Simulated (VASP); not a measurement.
KPt, 2 atoms in the cell. The structure is hexagonal, space group P-6m2 (No. 187). Conventional cell: a = 3.001 Å, b = 3.001 Å, c = 5.346 Å, α = 90.00°, β = 90.00°, γ = 120.00°. K (site symmetry -6m2) has 6 K at 3.00 Å and 6 Pt at 3.19 Å as nearest neighbours. Pt (site symmetry -6m2) is surrounded by 6 Pt at 3.00 Å and 6 K at 3.19 Å. The cell comes from a database or a generator and needn't be the stable form of this composition.

- Program: VASP 6.6.1
- Task: single point
- Functional: PBE
- Potentials or basis: VASP PAW PBE potentials, release 64 (K_sv, Pt)
- Cutoff: 520 eV
- k mesh: 9 × 9 × 4
- Occupations: fermi-dirac, width 0.15 eV
- Spin: no spin polarisation
- Dipole correction: no
- Further INCAR settings: ALGO = Fast; EDIFF = 1e-06; NBANDS = 16

Potentials or basis: VASP PAW PBE potentials, release 64 (K_sv, Pt).

Run with:

```sh
$ cat potpaw_PBE.64/K_sv/POTCAR potpaw_PBE.64/Pt/POTCAR > POTCAR
$ mpirun -np 1 vasp_std > vasp.out
```

Hardware: 1 thread of Intel(R) Xeon(R) 6975P-C (Granite Rapids) (shared host).

Problem. Estimate the wall time of this run.

Solution. It took 13 s on 1 thread of Intel(R) Xeon(R) 6975P-C (Granite Rapids), with other jobs on the host, peak memory 0.16 GiB. Counts: scf iterations 16, k points 36.
